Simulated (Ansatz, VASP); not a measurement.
# ZnO (zincite): VASP beside Ansatz, part 3 of 3

Aim: how closely do two programs agree when they are given the same cell, functional and k mesh? The cell is taken from a series of runs on this material, whose earlier steps may have relaxed, scaled, displaced or heated it; both programs get it as it stands.

VASP 6.6.1 and Ansatz 0.2.0.

So far: The starting structure; Ansatz: zone-centre phonons, LDA; VASP: zone-centre phonons, LDA.

## 3. VASP: zone-centre phonons, LDA (continued)

Level of this step: LDA; plane waves and PAW (O, Zn) (VASP).

Numbers of over 12 decimals in the logs are rounded to 6 here.

Parts of OUTCAR (step 3):

```text
ion  position               nearest neighbor table
   1  0.667  0.333  0.378-   3 1.88   3 1.88   3 1.88   4 1.88
   2  0.333  0.667  0.878-   4 1.88   4 1.88   4 1.88   3 1.88
   3  0.333  0.667  0.501-   1 1.88   1 1.88   1 1.88   2 1.88
   4  0.667  0.333  0.001-   2 1.88   2 1.88   2 1.88   1 1.88

  LATTYP: Found a hexagonal cell.
 ALAT       =     3.0745314022
 C/A-ratio  =     1.6210767577

 Subroutine GETGRP returns: Found 12 space group operations
 (whereof  6 operations were pure point group operations)

The static configuration has the point symmetry C_3v.
 The point group associated with its full space group is C_6v.

 Found    162 irreducible k-points:

   k-points           NKPTS =    162   k-points in BZ     NKDIM =    162   number of bands    NBANDS=     24

   dimension x,y,z NGX =    28 NGY =   28 NGZ =   40
   dimension x,y,z NGXF=    56 NGYF=   56 NGZF=   80

   ENCUT  =  600.0 eV  44.10 Ry    6.64 a.u.   6.14  6.14  9.95*2*pi/ulx,y,z

   NELECT =      36.0000    total number of electrons

 k-points in reciprocal lattice and weights: Automatic mesh
   0.00000000  0.00000000  0.00000000       0.000
   0.06666667  0.00000000  0.00000000       0.003
   0.13333333  0.00000000  0.00000000       0.003
   0.20000000  0.00000000  0.00000000       0.003
   0.26666667  0.00000000  0.00000000       0.003
   0.33333333  0.00000000  0.00000000       0.003
   0.40000000  0.00000000  0.00000000       0.003
   0.46666667  0.00000000  0.00000000       0.003
   0.06666667  0.06666667  0.00000000       0.003
[...]
-1.537265701  2.662622299  0.000000000     0.000000000  0.375569603  0.000000000
     0.000000000  0.000000000  4.984051397     0.000000000  0.000000000  0.200639986

 POSITION                                       TOTAL-FORCE (eV/Angst)
 -----------------------------------------------------------------------------------
      1.53727      0.88754      1.88490         0.000000      0.000000     -0.001367
     -0.00000      1.77508      4.37692        -0.000000     -0.000000     -0.001367
     -0.00000      1.77508      2.49613         0.000000     -0.000000      0.001367
      1.53727      0.88754      0.00411        -0.000000      0.000000      0.001367
 -----------------------------------------------------------------------------------
    total drift:                                0.000000      0.000001     -0.000234

 MACROSCOPIC STATIC DIELECTRIC TENSOR (including local field effects in DFT)
 ------------------------------------------------------
           4.704590     0.000000    -0.000000
           0.000000     4.704590     0.000000
          -0.000000    -0.000000     4.747373
 ------------------------------------------------------

 PIEZOELECTRIC TENSOR (including local field effects)  for field in x, y, z        (C/m^2)
          XX          YY          ZZ          XY          YZ          ZX
  --------------------------------------------------------------------------------
  x     0.00000     0.00000     0.00000     0.00000     0.00000     0.40571
  y     0.00000     0.00000     0.00000    -0.00000     0.40571     0.00000
  z     0.36564     0.36564    -0.74872     0.00000     0.00000     0.00000

 BORN EFFECTIVE CHARGES (including local field effects) (in |e|, cummulative output)
 ---------------------------------------------------------------------------------
 ion    1
    1    -2.00997     0.00000    -0.00000
    2     0.00000    -2.00997     0.00000
    3     0.00000     0.00000    -2.06982
 ion    2
    1    -2.00997    -0.00000     0.00000
    2    -0.00000    -2.00997     0.00000
    3     0.00000     0.00000    -2.06982
 ion    3
    1     2.00997     0.00000     0.00000
    2     0.00000     2.00997     0.00000
    3     0.00000     0.00000     2.06982
 ion    4
    1     2.00997     0.00000     0.00000
    2     0.00000     2.00997     0.00000
    3     0.00000     0.00000     2.06982

 Eigenvectors and eigenvalues of the dynamical matrix
 ----------------------------------------------------

   1 f  =   19.540993 THz   122.779680 2PiTHz  651.817366 cm-1    80.815017 meV
             X         Y         Z           dx          dy          dz
      1.537266  0.887541  1.884897    -0.000000    0.000000    0.690853
     -0.000000  1.775082  4.376923     0.000000   -0.000000   -0.690853
     -0.000000  1.775082  2.496134     0.000000   -0.000000    0.150738
      1.537266  0.887541  0.004108    -0.000000    0.000000   -0.150738

   2 f  =   16.436390 THz   103.272884 2PiTHz  548.258957 cm-1    67.975417 meV
             X         Y         Z           dx          dy          dz
      1.537266  0.887541  1.884897    -0.000001   -0.642616    0.000000
     -0.000000  1.775082  4.376923     0.000001    0.642616   -0.000000
     -0.000000  1.775082  2.496134     0.000001    0.295034   -0.000000
      1.537266  0.887541  0.004108    -0.000001   -0.295034   -0.000000

   3 f  =   16.436390 THz   103.272884 2PiTHz  548.258957 cm-1    67.975417 meV
             X         Y         Z           dx          dy          dz
      1.537266  0.887541  1.884897     0.642616   -0.000001    0.000000
     -0.000000  1.775082  4.376923    -0.642616    0.000001    0.000000
     -0.000000  1.775082  2.496134    -0.295034    0.000001    0.000000
      1.537266  0.887541  0.004108     0.295034   -0.000001   -0.000000

   4 f  =   15.230272 THz    95.694621 2PiTHz  508.027187 cm-1    62.987315 meV
             X         Y         Z           dx          dy          dz
      1.537266  0.887541  1.884897    -0.000004    0.633902    0.000000
     -0.000000  1.775082  4.376923    -0.000004    0.633902   -0.000000
     -0.000000  1.775082  2.496134     0.000002   -0.313317    0.000000
      1.537266  0.887541  0.004108     0.000002   -0.313317    0.000000

   5 f  =   15.230272 THz    95.694621 2PiTHz  508.027187 cm-1    62.987315 meV
             X         Y         Z           dx          dy          dz
      1.537266  0.887541  1.884897    -0.633902   -0.000004   -0.000000
     -0.000000  1.775082  4.376923    -0.633902   -0.000004   -0.000000
     -0.000000  1.775082  2.496134     0.313317    0.000002   -0.000000
      1.537266  0.887541  0.004108     0.313317    0.000002   -0.000000

   6 f  =   14.847056 THz    93.286805 2PiTHz  495.244485 cm-1    61.402463 meV
             X         Y         Z           dx          dy          dz
      1.537266  0.887541  1.884897     0.000000   -0.000000   -0.633542
     -0.000000  1.775082  4.376923     0.000000   -0.000000   -0.633542
     -0.000000  1.775082  2.496134    -0.000000    0.000000    0.314045
      1.537266  0.887541  0.004108     0.000000    0.000000    0.314045

   7 f  =    8.646991 THz    54.330646 2PiTHz  288.432570 cm-1    35.761065 meV
             X         Y         Z           dx          dy          dz
      1.537266  0.887541  1.884897    -0.000000   -0.000000    0.150738
     -0.000000  1.775082  4.376923    -0.000000   -0.000000   -0.150738
     -0.000000  1.775082  2.496134     0.000000    0.000000   -0.690853
      1.537266  0.887541  0.004108    -0.000000   -0.000000    0.690853

   8 f  =    1.616996 THz    10.159886 2PiTHz   53.937181 cm-1     6.687355 meV
             X         Y         Z           dx          dy          dz
      1.537266  0.887541  1.884897    -0.000163    0.295033   -0.000000
     -0.000000  1.775082  4.376923     0.000163   -0.295033   -0.000000
     -0.000000  1.775082  2.496134    -0.000356    0.642616   -0.000000
      1.537266  0.887541  0.004108     0.000356   -0.642616   -0.000000

   9 f  =    1.616996 THz    10.159886 2PiTHz   53.937181 cm-1     6.687355 meV
             X         Y         Z           dx          dy          dz
      1.537266  0.887541  1.884897    -0.295033   -0.000163    0.000000
     -0.000000  1.775082  4.376923     0.295033    0.000163    0.000000
     -0.000000  1.775082  2.496134    -0.642616   -0.000356    0.000000
      1.537266  0.887541  0.004108     0.642616    0.000356    0.000000

  10 f/i=    0.004773 THz     0.029992 2PiTHz    0.159221 cm-1     0.019741 meV
             X         Y         Z           dx          dy          dz
      1.537266  0.887541  1.884897    -0.157995    0.270565   -0.000000
     -0.000000  1.775082  4.376923    -0.157995    0.270565   -0.000000
     -0.000000  1.775082  2.496134    -0.319655    0.547406   -0.000000
      1.537266  0.887541  0.004108    -0.319655    0.547406   -0.000000

  11 f/i=    0.004773 THz     0.029992 2PiTHz    0.159221 cm-1     0.019741 meV
             X         Y         Z           dx          dy          dz
      1.537266  0.887541  1.884897    -0.270565   -0.157995   -0.000000
     -0.000000  1.775082  4.376923    -0.270565   -0.157995   -0.000000
     -0.000000  1.775082  2.496134    -0.547406   -0.319655   -0.000000
      1.537266  0.887541  0.004108    -0.547406   -0.319655   -0.000000

  12 f/i=    0.012396 THz     0.077888 2PiTHz    0.413496 cm-1     0.051267 meV
             X         Y         Z           dx          dy          dz
      1.537266  0.887541  1.884897     0.000000    0.000000   -0.314045
     -0.000000  1.775082  4.376923     0.000000    0.000000   -0.314045
     -0.000000  1.775082  2.496134     0.000000    0.000000   -0.633542
      1.537266  0.887541  0.004108     0.000000    0.000000   -0.633542

 MACROSCOPIC STATIC DIELECTRIC TENSOR IONIC CONTRIBUTION
 ------------------------------------------------------
           2.938571    -0.000000    -0.000000
          -0.000000     2.938571     0.000000
          -0.000000     0.000000     3.273369
 ------------------------------------------------------

 ELASTIC MODULI CONTR FROM IONIC RELAXATION (kBar)
 Direction    XX          YY          ZZ          XY          YZ          ZX
 --------------------------------------------------------------------------------
 XX       -1726.6433    597.6582   1100.2171      0.0000     -0.0000      0.0000
 YY         597.6582  -1726.6433   1100.2171     -0.0000      0.0000     -0.0000
 ZZ        1100.2171   1100.2171  -2144.3645     -0.0000      0.0000     -0.0000
 XY           0.0000     -0.0000     -0.0000  -1162.1508      0.0000     -0.0000
 YZ          -0.0000      0.0000      0.0000      0.0000   -509.4085      0.0000
 ZX           0.0000     -0.0000     -0.0000     -0.0000      0.0000   -510.0468
 --------------------------------------------------------------------------------

 PIEZOELECTRIC TENSOR IONIC CONTR  for field in x, y, z        (C/m^2)
          XX          YY          ZZ          XY          YZ          ZX
  --------------------------------------------------------------------------------
  x     0.00000    -0.00000    -0.00000    -0.00000     0.00000    -1.15198
  y    -0.00000     0.00000     0.00000     0.00000    -1.15126     0.00000
  z    -1.27908    -1.27908     2.49298     0.00000    -0.00000     0.00000
```

With a direct gap this small, the dielectric response converges slowly with the mesh, so tensor and charges are uncertain; a mesh that holds the point of the least gap tends to give too large a tensor.

## 4. Differences

Known differences besides the potentials themselves: fixed occupations in Ansatz, narrow Gaussian smearing in VASP; VASP's response is taken on the typed mesh, Ansatz refines its own for the field response alone; the cutoff is 420 eV in Ansatz and 600 eV in VASP; VASP's log shows a relativistic correction to its local exchange, Ansatz's none; VASP's log repeats an internal error in its field response. Total energies have different zeros and are not compared.

Compared:

```csv
quantity,Ansatz,VASP,difference
ε∞ xx,4.76,4.70,+1.25 %
ε∞ yy,4.76,4.70,+1.25 %
ε∞ zz,4.83,4.75,+1.73 %
Born charge of O1 (mean of the diagonal) (e),-2.04,-2.03,-0.01
Born charge of Zn3 (mean of the diagonal) (e),2.04,2.03,+0.01
optical mode 1 to 2 (cm⁻¹),58.9,53.9,+9.13 %
optical mode 3 (cm⁻¹),284.6,288.4,-1.32 %
optical mode 4 (cm⁻¹),482.9,495.2,-2.49 %
optical mode 5 to 6 (cm⁻¹),496.4,508.0,-2.28 %
optical mode 7 to 8 (cm⁻¹),535.9,548.3,-2.25 %
optical mode 9 (cm⁻¹),642.4,651.8,-1.45 %
```

Modes are paired by rising frequency, not by their patterns, so a pair may set unlike modes beside each other; they are those without the splitting of longitudinal modes.

## 5. Outcome

```
r.m.s. difference of the optical zone-centre modes, each program's sorted by frequency (zone-centre phonons, LDA) : 9.9 cm⁻¹
difference in optical mode 1 to 2 (zone-centre phonons, LDA)                                                      : +9.1 %
```

The r.m.s. difference of the optical zone-centre modes, each program's sorted by frequency is 9.9 cm⁻¹ (zone-centre phonons, LDA). Among the rows given in per cent, the largest difference of the zone-centre phonons, LDA pair is in optical mode 1 to 2, +9.1 %. How closely two codes agree says nothing of how well the functional describes the real material.

[Lines on the potential files, build, host, timing and source positions are cut from VASP's logs without a mark.]

[Logs are printed without paths, hosts, clocks, repeated set-up lines and the standing remarks that a program may print on its own settings, such as how far it seeks lower states.]

[Hosts, paths, dates, database ids (printed as entryN), source tags and the programs' standing remarks are cut or masked in the printed files.]
